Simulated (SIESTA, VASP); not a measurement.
Input for VASP

File POSCAR:
```
NaLiZnS2
1
    3.9820600000     0.0000000000     0.0000000000
   -1.9910300000     3.4485650000     0.0000000000
    0.0000000000     0.0000000000     6.8238500000
Na Li Zn S
1 1 1 2
Direct
  0.0000000000   0.0000000000   0.0261600000
  0.3333330000   0.6666670000   0.3566500000
  0.6666670000   0.3333330000   0.6116300000
  0.3333330000   0.6666670000   0.7338100000
  0.6666670000   0.3333330000   0.2717400000
```

**INCAR**
```
SYSTEM  =  NaLiZnS2
PREC  =  Accurate; ENCUT  =  400; LREAL  =  F
LASPH  =  T
EDIFF  =  1E-6; NELM  =  100; ALGO  =  Normal
LMAXMIX  =  4
ISMEAR  =  0; SIGMA  =  0.01
GGA  =  PS
ISIF  =  2
LWAVE  =  F; LCHARG  =  F
```

### KPOINTS
```
Automatic
0
Gamma
 10 10 5
0 0 0
```

POTCAR, in this order: Na_pv Li_sv Zn S (PBE.64 set). Program: vasp_std.

Problem. Translate it to SIESTA.

Solution. One input that does it (GGA PBEsol, numerical atomic orbitals DZP, PseudoDojo PBEsol standard norm-conserving potentials (rewritten from UPF to PSML)):
```
# files in the folder: Na.psml Li.psml Zn.psml S.psml (PseudoDojo PBEsol standard)
SystemName  NaLiZnS2
SystemLabel nalizns2

NumberOfAtoms                5
NumberOfSpecies              4
%block ChemicalSpeciesLabel
  1 11 Na
  2 3 Li
  3 30 Zn
  4 16 S
%endblock ChemicalSpeciesLabel
LatticeConstant              1.0 Bohr
%block LatticeVectors
     7.525002812    0.000000000    0.000000000
    -3.762501406    6.516843373    0.000000000
     0.000000000    0.000000000   12.895207616
%endblock LatticeVectors
AtomicCoordinatesFormat      Bohr
%block AtomicCoordinatesAndAtomicSpecies
     0.000000000    0.000000000    0.337338631  1
    -0.000003763    4.344564421    4.599075796  2
     3.762505168    2.172278952    7.887095834  3
    -0.000003763    4.344564421    9.462632300  4
     3.762505168    2.172278952    3.504143717  4
%endblock AtomicCoordinatesAndAtomicSpecies

XC.functional                GGA
XC.authors                   PBEsol
PAO.BasisSize                DZP
PAO.EnergyShift              0.005 Ry
PAO.Polarization.NonPerturbative true
MeshCutoff                   300 Ry
%block kgrid.MonkhorstPack
   10   0   0  0.0
    0  10   0  0.0
    0   0   5  0.0
%endblock kgrid.MonkhorstPack
OccupationFunction           FD
ElectronicTemperature        10 K

MaxSCFIterations             150
SCF.Mixer.Method             Broyden
SCF.Mixer.Weight             0.2
SCF.Mixer.History            8
SCF.DM.Tolerance             1.0E-04
Diag.ParallelOverK           true
WriteForces                  true
Charge.Mulliken              end
```
Both are inputs of real runs that ended normally. What can't carry over is the choice of potentials or basis and its cut-off, and each code's defaults.

Fixed occupations appear in VASP as a very narrow Gaussian smearing.

The structure comes from a computed database's NaLiZnS2 entry (P3m1); how it stands against other phases isn't given here. The cell was not relaxed at this level, and it may have been scaled.
